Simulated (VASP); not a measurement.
```yaml
crystal:
  lattice:
    - [-2.82940, 2.82940, 5.55794]
    - [2.82940, -2.82940, 5.55794]
    - [2.82940, 2.82940, -5.55794]
  atoms:
    - { symbol: Ga, position: [0.50000, 0.50000, 0.00000] }
    - { symbol: Ga, position: [0.25000, 0.75000, 0.50000] }
    - { symbol: Cu, position: [0.00000, 0.00000, 0.00000] }
    - { symbol: Cu, position: [0.75000, 0.25000, 0.50000] }
    - { symbol: Se, position: [0.87500, 0.87500, 0.50000] }
    - { symbol: Se, position: [0.12500, 0.62500, 0.00000] }
    - { symbol: Se, position: [0.37500, 0.37500, 0.50000] }
    - { symbol: Se, position: [0.62500, 0.12500, 0.00000] }
```

These are PBE GGA, VASP's PBE PAW potentials (set 64) (plane waves; VASP 6.6.1) values and carry that method's errors. Run with 300 eV cut-off, 3×3×3 Γ-centred mesh, Fermi-Dirac smearing of 0.050 eV, potentials Ga_d Cu Se.

At this cut-off the stress carries a Pulay error, which pulls relaxed volumes low.

**Question.** Estimate the energy per atom (σ→0), pressure, largest force, band gap (on the k-mesh) with the smallest direct gap where there is one.

**Answer.** 
```
Item                                          Value
-----------------------------------  --------------
band gap (on the k-mesh)                    0.15 eV
smallest direct gap (on the k-mesh)         0.15 eV
energy per atom (σ→0)                -3.881 eV/atom
pressure                                   1.08 GPa
largest force                            0.288 eV/Å
```

Total energies compare only between runs with the same potentials, cut-off and functional.

The structure is a typed CuGaSe2 crystal. The cell was not relaxed at this level. The k-mesh is coarse (spacing up to 0.52 per Å, 2π included), so the numbers may not be converged in it.
